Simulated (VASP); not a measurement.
# Interstitial Li in TaSi2, part 4 of 5

Wanted: what interstitial Li costs in TaSi2 and how the lattice relaxes round it. The start is a cell from a database of measured crystal structures.

VASP 6.6.1, plane waves and PAW; the level of theory is named at each step.

So far. Step 6 (Reference Ta): The run ended after 4 ionic steps, 0.018 eV below its first step, once forces and stress met EDIFFG = -0.02. Step 6 (Reference Ta): Energy at zero smearing: -66.66792 eV.

The database entry behind the starting cell has ideal inner coordinates that were not refined, so it need not match the best structure at ambient conditions.

### 7. Relaxing the defect

This step: SCAN; plane waves and PAW (Ta, Si, Li) (VASP 6.6.1).

System of this step: LiTa12Si24. The cell holds 37 atoms: 12 Ta, 24 Si and 1 Li. Its edges and angles: a = 10.526 Å, b = 10.526 Å, c = 8.092 Å, α = 120.2°, β = 120.2°, γ = 103.1°. It derives from TaSi2. Nearest the centre at fractional (0.583, 0.333, 0.250): Li37 at 0.00 Å, Si24 at 1.78 Å, Si33 at 1.78 Å, Si17 at 1.78 Å, Si32 at 1.78 Å, Ta12 at 2.62 Å, Ta11 at 2.62 Å, Ta5 at 2.62 Å.

The host is treated as a metal, since its gap is under 0.3 eV or closed. The run keeps 2 symmetry operations, which cuts the number of k-points but bars distortions that break them. The atoms relax at the host's fixed cell.

Input file INCAR:

```
SYSTEM = LiTa12Si24
PREC = Normal
ENCUT = 300
EDIFF = 1E-05
NELM = 120
ISMEAR = 1
SIGMA = 0.2
LREAL = Auto
ALGO = Normal
METAGGA = SCAN
LASPH = .TRUE.
NBANDS = 104
LORBIT = 11
LWAVE = .FALSE.
LCHARG = .TRUE.
KPAR = 4
IBRION = 2
NSW = 50
ISIF = 2
EDIFFG = -0.03
POTIM = 0.4
MAXMIX = 40
ISYM = 2
```

Input file POSCAR:

```
LiTa12Si24
1.0
   -7.1410466652      4.1228852144      6.5431459319
    7.1410466652     -4.1228852144      6.5431459319
    2.3803488884      4.1228852144     -6.5431459319
Ta Si Li
12 24 1
Direct
    0.3333333300      0.0833333300      0.2500000000
    0.8333333300      0.5833333300      0.2500000000
    0.8333333300      0.0833333300      0.7500000000
    0.3333333300      0.5833333300      0.7500000000
    0.6666666700      0.6666666700      0.5000000000
    0.1666666700      0.1666666700      0.5000000000
    0.1666666700      0.6666666700      0.0000000000
    0.6666666700      0.1666666700      0.0000000000
    0.2500000000      0.5000000000      0.2500000000
    0.7500000000      0.0000000000      0.2500000000
    0.7500000000      0.5000000000      0.7500000000
    0.2500000000      0.0000000000      0.7500000000
    0.1625170900      0.2417008500      0.2375512700
    0.6625170900      0.7417008500      0.2375512700
    0.6625170900      0.2417008500      0.7375512700
    0.1625170900      0.7417008500      0.7375512700
    0.8374829100      0.4958504200      0.5000000000
    0.3374829100      0.9958504200      0.5000000000
    0.3374829100      0.4958504200      0.0000000000
    0.8374829100      0.9958504200      0.0000000000
    0.5916324900      0.6708162400      0.7624487300
    0.0916324900      0.1708162400      0.7624487300
    0.0916324900      0.6708162400      0.2624487300
    0.5916324900      0.1708162400      0.2624487300
    0.5041495800      0.4249658200      0.7624487300
    0.0041495800      0.9249658200      0.7624487300
    0.0041495800      0.4249658200      0.2624487300
    0.5041495800      0.9249658200      0.2624487300
    0.4958504200      0.8374829100      0.5000000000
    0.9958504200      0.3374829100      0.5000000000
    0.9958504200      0.8374829100      0.0000000000
    0.4958504200      0.3374829100      0.0000000000
    0.4083675100      0.3291837600      0.2375512700
    0.9083675100      0.8291837600      0.2375512700
    0.9083675100      0.3291837600      0.7375512700
    0.4083675100      0.8291837600      0.7375512700
    0.5833333300      0.3333333300      0.2500000000
```

Input file KPOINTS:

```
Automatic mesh
0
Gamma
5 5 5
0 0 0
```

The projector-augmented-wave data sets are Ta, Si and Li (PBE family, release 64).

Launch:

```console
$ mpirun -np 4 vasp_std
```

Output:

```text
[banner, memory and clock lines left out]
running    4 mpi-ranks, on    1 nodes
 distrk:  each k-point on    1 cores,    4 groups
 distr:  one band on    1 cores,    1 groups

 POSCAR found type information on POSCAR TaSiLi
 POSCAR found :  3 types and      37 ions
 [... a notice as in an earlier step ...]

 LDA part: xc-table for (None), standard interpolation
 POSCAR, INCAR and KPOINTS ok, starting setup
 FFT: planning ... GRIDC
 FFT: planning ... GRID_SOFT
 FFT: planning ... GRID
 WAVECAR not read
 entering main loop
       N       E                     dE             d eps       ncg     rms          rms(c)
DAV:   1    -0.552402837868E+03   -0.55240E+03   -0.47287E+04  8112   0.869E+02
DAV:   2    -0.105592065561E+04   -0.50352E+03   -0.47849E+03  9936   0.170E+02
DAV:   3    -0.108649254929E+04   -0.30572E+02   -0.29463E+02 10232   0.376E+01
DAV:   4    -0.108735972837E+04   -0.86718E+00   -0.85682E+00 10192   0.685E+00
DAV:   5    -0.108738310381E+04   -0.23375E-01   -0.23300E-01 10088   0.106E+00    0.758E+01
DAV:   6    -0.105239279589E+04    0.34990E+02   -0.81803E+01  9848   0.194E+01    0.330E+01
DAV:   7    -0.105158183916E+04    0.81096E+00   -0.15855E+01  9712   0.100E+01    0.150E+01
DAV:   8    -0.105116577535E+04    0.41606E+00   -0.17461E+00 10368   0.421E+00    0.260E+00
DAV:   9    -0.105112311275E+04    0.42663E-01   -0.36117E-01 10432   0.175E+00    0.134E+00
DAV:  10    -0.105112809123E+04   -0.49785E-02   -0.14849E-01 10504   0.891E-01    0.617E-01
DAV:  11    -0.105113277736E+04   -0.46861E-02   -0.15929E-02 10064   0.371E-01    0.322E-01
DAV:  12    -0.105113331730E+04   -0.53994E-03   -0.38847E-03 10256   0.174E-01    0.901E-02
DAV:  13    -0.105113336834E+04   -0.51043E-04   -0.57397E-04 10064   0.704E-02    0.460E-02
DAV:  14    -0.105113340313E+04   -0.34787E-04   -0.12319E-04 10024   0.316E-02    0.186E-02
DAV:  15    -0.105113341055E+04   -0.74217E-05   -0.28024E-05  6584   0.162E-02
   1 F= -.10511334E+04 E0= -.10511276E+04  d E =-.105113E+04
 curvature:   0.00 expect dE= 0.000E+00 dE for cont linesearch  0.000E+00
 trial: gam= 0.00000 g(F)=  0.565E+01 g(S)=  0.000E+00 ort = 0.000E+00 (trialstep = 0.100E+01)
 search vector abs. value=  0.565E+01
 bond charge predicted
       N       E                     dE             d eps       ncg     rms          rms(c)
DAV:   1    -0.105367131438E+04   -0.25379E+01   -0.66609E+01  8336   0.210E+01    0.555E+00
DAV:   2    -0.105402727045E+04   -0.35596E+00   -0.43301E+00 10072   0.600E+00    0.234E+00
DAV:   3    -0.105398271290E+04    0.44558E-01   -0.26637E-01  9912   0.137E+00    0.133E+00
DAV:   4    -0.105398240770E+04    0.30520E-03   -0.53084E-02 10784   0.594E-01    0.712E-01
DAV:   5    -0.105398310218E+04   -0.69448E-03   -0.63691E-03 10568   0.239E-01    0.249E-01
DAV:   6    -0.105398418645E+04   -0.10843E-02   -0.25792E-03 10400   0.154E-01    0.783E-02
DAV:   7    -0.105398431267E+04   -0.12622E-03   -0.53261E-04 10216   0.676E-02    0.384E-02
DAV:   8    -0.105398432399E+04   -0.11322E-04   -0.70357E-05  9808   0.251E-02    0.164E-02
DAV:   9    -0.105398433047E+04   -0.64763E-05   -0.16774E-05  5872   0.128E-02
   2 F= -.10539843E+04 E0= -.10539772E+04  d E =-.285092E+01
[... from here on, the cycles between the ionic steps are left out ...]
   3 F= -.10539889E+04 E0= -.10539818E+04  d E =-.285551E+01
   4 F= -.10541816E+04 E0= -.10541744E+04  d E =-.192699E+00
   5 F= -.10542143E+04 E0= -.10542072E+04  d E =-.225426E+00
   6 F= -.10542602E+04 E0= -.10542528E+04  d E =-.458222E-01
   7 F= -.10542646E+04 E0= -.10542572E+04  d E =-.502010E-01
   8 F= -.10542742E+04 E0= -.10542668E+04  d E =-.960523E-02
   9 F= -.10542757E+04 E0= -.10542683E+04  d E =-.111293E-01
  10 F= -.10542780E+04 E0= -.10542707E+04  d E =-.232898E-02
  11 F= -.10542783E+04 E0= -.10542710E+04  d E =-.266065E-02
 curvature:  -1.32 expect dE=-0.115E-02 dE for cont linesearch -0.938E-08
 trial: gam= 0.34888 g(F)=  0.873E-03 g(S)=  0.000E+00 ort = 0.472E-05 (trialstep = 0.152E+01)
 search vector abs. value=  0.126E-02
 bond charge predicted
       N       E                     dE             d eps       ncg     rms          rms(c)
DAV:   1    -0.105427907618E+04   -0.73837E-03   -0.47318E-02  8144   0.562E-01    0.841E-02
DAV:   2    -0.105427919495E+04   -0.11877E-03   -0.15965E-03 10312   0.120E-01    0.314E-02
DAV:   3    -0.105427918511E+04    0.98351E-05   -0.80209E-05  9872   0.285E-02
  12 F= -.10542792E+04 E0= -.10542719E+04  d E =-.844474E-03
 trial-energy change:   -0.000844  1 .order   -0.000831   -0.001329   -0.000334
 step:   2.0291(harm=  2.0291)  dis= 0.00374  next Energy= -1054.279228 (dE=-0.887E-03)
 reached required accuracy - stopping structural energy minimisation
```

It took 37 min on 4 MPI ranks of Intel Xeon 6975P-C (Granite Rapids), shared host; peak memory 2.9 GiB.

Parts of OUTCAR (step 7):

```text
   k-points           NKPTS =     39   k-points in BZ     NKDIM =     39   number of bands    NBANDS=    104

   NELECT =     157.0000    total number of electrons

 E-fermi :   9.6958

 k-point     1 :       0.0000    0.0000    0.0000
  band No.  band energies     occupation
    ...
     76       8.9639      2.00000
     77       9.2433      2.00626
     78       9.4175      2.06416
     79       9.4530      2.07088
     80       9.5767      1.83607
     81      10.3757     -0.00002
     82      10.5743     -0.00000
     83      10.8915     -0.00000
     84      11.0779     -0.00000
     85      11.2473     -0.00000
    ...

  Total       10.8876814     17.2986989      9.2393507     -5.3049758      0.0000000      0.0000000
  in kB       33.9568607     53.9517541     28.8159925    -16.5453339      0.0000000      0.0000000
  external PRESSURE =      38.9082024 kB  Pullay stress =       0.0000000 kB

 POSITION                                       TOTAL-FORCE (eV/Angst)
 -----------------------------------------------------------------------------------
     -1.19017      2.06144      1.11030        -0.000000     -0.000000     -0.004071
     -1.19017      2.06144      7.61992        -0.000000     -0.000000      0.000152
     -3.57052      6.18433      1.07827        -0.000000     -0.000000      0.005766
      3.57052      2.06144      1.09650        -0.000000     -0.000000     -0.003290
      1.18529      2.04901      5.44562         0.008498     -0.007891      0.003385
      1.19448      2.02323     -1.09168         0.003857      0.005229     -0.002725
      3.56622     -2.02323      5.45146        -0.003857     -0.005229     -0.002725
     -3.56563      2.07388      5.44562        -0.008498      0.007891      0.003385
      2.41211     -0.02838      3.26538         0.000733      0.003239     -0.005395
      2.34859      0.02838      9.80852        -0.000733     -0.003239     -0.005395
     -0.01480      4.13191      3.28492        -0.006873      0.007260      0.000773
      0.01480      4.11386     -3.25823         0.006873     -0.007260      0.000773
      1.19376      0.60772      1.03292        -0.005846      0.008946     -0.001015
      1.11580      0.65159      7.62375         0.005020     -0.011580      0.004330
     -1.23926      4.78697      1.08572        -0.000173      0.017560     -0.003712
      5.91425      0.73317      1.16228         0.007029     -0.007366      0.000105
     -1.25454      3.69813      5.62127         0.006825      0.005180      0.003461
      5.88517     -0.65307      5.46294         0.001672      0.007824      0.003307
      3.53090      3.45606     -1.09657         0.002951      0.004369     -0.004616
      3.50708      3.44201      5.43622         0.002130     -0.008777     -0.000595
      2.38688      2.81665      3.28345        -0.007884     -0.012254     -0.002316
      2.37531      2.78322     -3.27503        -0.003444     -0.015855     -0.004383
      4.78381     -1.31201      3.26516         0.001445      0.006240      0.002521
     -2.56671      2.95289      3.11381         0.008665      0.012407      0.006818
[...]
-----------------------------------------------------------------------------------
    total drift:                               -0.029842     -0.007473      0.004813

  FREE ENERGIE OF THE ION-ELECTRON SYSTEM (eV)
  ---------------------------------------------------
  free  energy   TOTEN  =     -1054.2791851136 eV

  energy  without entropy=    -1054.2573424701  energy(sigma->0) =    -1054.27190423

[... 5 parts as in an earlier step ...]

[... 12 further parts left out ...]
```

The run keeps the 2 symmetry operations of its start, so it cannot find a distortion of lower symmetry.

The steps of the relaxation:

| step | energy less that of the first step (eV) | largest force (eV/Å) |
| --- | --- | --- |
| 1 | 0.0000 | 6.0540 |
| 2 | -2.8509 | 0.9979 |
| 3 | -2.8555 | 1.0709 |
| 4 | -3.0482 | 0.5274 |
| 5 | -3.0809 | 0.4170 |
| 6 | -3.1268 | 0.1809 |
| 7 | -3.1311 | 0.1408 |
| 8 | -3.1407 | 0.0882 |
| 9 | -3.1423 | 0.0909 |
| 10 | -3.1446 | 0.0374 |
| 11 | -3.1449 | 0.0624 |
| 12 | -3.1458 | 0.0179 |

The atoms that moved most (Å):

| atom | dx | dy | dz | length |
| --- | --- | --- | --- | --- |
| Si17 | -0.005 | 0.228 | 0.169 | 0.284 |
| Si32 | 0.005 | -0.228 | 0.169 | 0.284 |
| Si33 | 0.186 | -0.136 | -0.158 | 0.279 |
| Si24 | -0.186 | 0.136 | -0.158 | 0.279 |
| Si16 | 0.023 | 0.080 | 0.072 | 0.110 |
| Si25 | -0.023 | -0.080 | 0.072 | 0.110 |
| Si28 | -0.063 | 0.045 | -0.058 | 0.096 |
| Si13 | 0.063 | -0.045 | -0.058 | 0.096 |

The relaxed structure:

```
Ta Si Li
1.0
    -7.14105    4.12289    6.54315
     7.14105   -4.12289    6.54315
     2.38035    4.12289   -6.54315
Ta Si Li
12 24 1
Direct
  0.33484 0.08484 0.25000
  0.83228 0.58228 0.25000
  0.83240 0.08240 0.75000
  0.33379 0.58379 0.75000
  0.66462 0.66486 0.49722
  0.16194 0.16471 0.49350
  0.17121 0.66844 0.00650
  0.66764 0.16740 0.00278
  0.24608 0.50114 0.24817
  0.75297 0.99791 0.25183
  0.75211 0.50001 0.75009
  0.24992 0.00203 0.74991
  0.15263 0.24116 0.23593
  0.66160 0.73927 0.23572
  0.66350 0.24308 0.74065
  0.17773 0.75443 0.75453
  0.87804 0.52204 0.54097
  0.33825 0.99595 0.49930
  0.33534 0.49661 0.99954
  0.83284 0.99246 0.99448
  0.59249 0.67239 0.76307
  0.08727 0.16797 0.75577
  0.09040 0.67238 0.26376
  0.59605 0.14743 0.26759
  0.49990 0.42321 0.74547
  0.00243 0.92285 0.75935
  0.00355 0.42588 0.26428
  0.50523 0.91670 0.26407
  0.49799 0.83836 0.50552
  0.99707 0.33580 0.50046
  0.99666 0.83896 0.00070
  0.48107 0.33707 0.95903
  0.37983 0.32846 0.23241
  0.90862 0.82664 0.23624
  0.91220 0.33150 0.74423
  0.40932 0.82943 0.73693
  0.58348 0.33348 0.25000
```

Numbers from this step:

```
electronic cycles       : 69
electrons               : 157
free energy (TOTEN)     : -1054.2792 eV
energy at zero smearing : -1054.2719 eV
Fermi energy            : 9.696 eV
```

Valence density in the ab plane at fractional z = 0.250, through the centre, with atoms of Ta and Si and Li within 0.45 Å of it. It is the smooth field of the valence electrons, not physical close to the nuclei.

Ten even steps from '_' (-0.03 e/Å³) to '@' (0.49 e/Å³), each cell a mean:
```
************++++++++++++**%%%%##%%@@%%######%%%%%%**++++++**
##**++++++++++**++++==++####--__++%%##****##%%%%##**######%%
##++======++******++++**%%##::..**%%******######**%%%%****%%
**==----==++******++++**%%@@##********##%%%%%%####%%++__..**
++==--==++**************####**++==++**####%%%%%%%%%%++::==**
++++++**####****++********==----==++**--__==%%%%##%%@@%%%%**
****++**%%%%**++++******++==----==####--::**%%######%%##****
%%++__..##%%**++++++****++====++**##%%%%%%%%##**######****##
@@**::==%%##++++++++++++++++******######******##%%%%######%%
%%%%%%%%%%**********++++**********++++++++++**%%%%%%##%%####
##%%####**##%%%%####**++++++****++++++++++++**####%%%%##**##
%%%%%%####%%%%%%##%%##++++++++++++++++++++++++**##%%##**##%%
**##@@%%##%%##%%%%%%****++++++++++++++++++==++++++++++##%%##
__++@@##****##%%%%%%%%%%######**++==========++++++++**####::
--####******######@@@@##**%%%%**==--::--==++++++++++**%%##--
********##%%%%%%@@@@##..__**##++--::::--==++++++++++**%%%%##
====++######%%@@@@@@##--++##**==::::--====++++++++********++
--==****..__**@@@@@@@@@@%%##++==--==++****++++++******++==--
--++####::--##%%####%%##**++==++**##%%%%##++++++******++==--
++**%%@@%%%%##****######++++**##%%++==##%%**++++++****++====
****####****++++**##%%####**##@@**__..##%%**++++++++++++++**
******++++++++**%%##%%##%%##%%@@%%++##@@%%********++++******
******++++++++**####%%####**##@@@@@@@@%%%%%%%%%%##**++++++**
++********++++****####******%%@@@@@@%%##%%%%%%%%%%##++++++++
```
Columns run along a (10.5 Å), rows up along b (10.5 Å). Atoms in or near the plane, at fractional coordinates: Ta at (0.33, 0.08), Ta at (0.83, 0.58), Ta at (0.25, 0.50), Ta at (0.75, 0.00), Si at (0.15, 0.24), Si at (0.66, 0.74), Si at (0.09, 0.67), Si at (0.60, 0.15), Si at (0.00, 0.43), Si at (0.51, 0.92), Si at (0.38, 0.33), Si at (0.91, 0.83), Li at (0.58, 0.33).

The run ended after 12 ionic steps, 3.146 eV below its first step, once the forces on the free atoms met EDIFFG = -0.03.

Li hardly moves from its start, within the 2 symmetry operations kept, and its nearest atoms are 4 Si at 2.06 Å.

### 8. Formation energies

This step: point defect, SCAN; plane waves and PAW (VASP 6.6.1).

No new run; the numbers come from the runs before.

Numbers from this step:

- formation energy of the neutral defect: 2.852 eV
- host formation enthalpy: -0.4085 eV/atom

Formation energy:

| formation energy (eV) | largest move (Å) |
| --- | --- |
| 2.852 | 0.2838 |

The formation energy is the energy of the relaxed defect cell less that of the perfect cell, with each removed atom booked to its reference and each added atom taken from it.

References, in eV an atom: Li -2.344 (crystal Im-3m), Si -10.003 (crystal Fd-3m) and Ta -66.668 (crystal Im-3m). They were run at the supercell's cutoff and functional, without U, and count both elements from their own phases.

(Part 4 of 5 ends here.)

[Lines on the potential files, build, host, timing and source positions are cut from VASP's logs without a mark.]

[Logs are printed without paths, hosts, clocks, repeated set-up lines and the standing remarks that a program may print on its own settings, such as how far it seeks lower states.]

[Hosts, paths, dates, database ids (printed as entryN), source tags and the programs' standing remarks are cut or masked in the printed files.]

[In band tables of VASP the shares of atoms and orbitals are scaled to a sum of 1 inside the atoms' spheres.]

[Runs that stopped without an error message from VASP are left out.]
